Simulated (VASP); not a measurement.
An input for Ansatz (written as the equivalent of a VASP run, and not itself run):

Ansatz 0.2 input:
```yaml
crystal:
  lattice:
    - [2.4422820, 0.0000000, 0.0000000]
    - [0.0000000, 2.4422820, 0.0000000]
    - [0.0000000, 0.0000000, 2.4422820]
  atoms:
    - { symbol: Si, position: [0.0000000, 0.0000000, 0.0000000] }
    - { symbol: C, position: [0.5000000, 0.5000000, 0.5000000] }
kpoints:
  mp_grid: { grid: [11, 11, 11] }
hamiltonian:
  xc: pbe
  pseudopotentials: { kind: paw }
scf:
  occupations: { method: fermi_dirac, width: 0.136 }
  max_iter: 100
output: { forces: true, stress: true, eigenvalues: true }
```

### Question
Translate this input to VASP (INCAR, KPOINTS, POSCAR, choice of POTCAR).

### Answer
Several could match; the one computed here: 
**INCAR**
```
SYSTEM = SiC
PREC = Accurate
ENCUT = 400
EDIFF = 1E-6
NELM = 100
ALGO = Normal
LREAL = .FALSE.
LASPH = .TRUE.
ISMEAR = -1
SIGMA = 0.136
GGA = PE
LWAVE = .FALSE.
LCHARG = .FALSE.
ISIF = 2
```

KPOINTS:
```
kpoints
0
G
 11 11 11
0 0 0
```

File POSCAR:
```
SiC
2.4422820
  1.0000000000   0.0000000000   0.0000000000
  0.0000000000   1.0000000000   0.0000000000
  0.0000000000   0.0000000000   1.0000000000
Si C
1 1
direct
  0.0000000000   0.0000000000   0.0000000000
  0.5000000000   0.5000000000   0.5000000000
```

POTCAR, in this order: Si C (PBE.64 set). Program: vasp_std.

Limits of the translation: each code has its own PAW files, so the cut-off isn't converted (ENCUT is set for VASP's; basis.ecutwfc is left out, and Ansatz then takes the one that its files recommend); Ansatz stops its SCF on the density residual and VASP on the energy change (EDIFF).

The structure was generated: SiC was put into an ordered model structure, which need not be its known phase. The cell was not relaxed at this level.
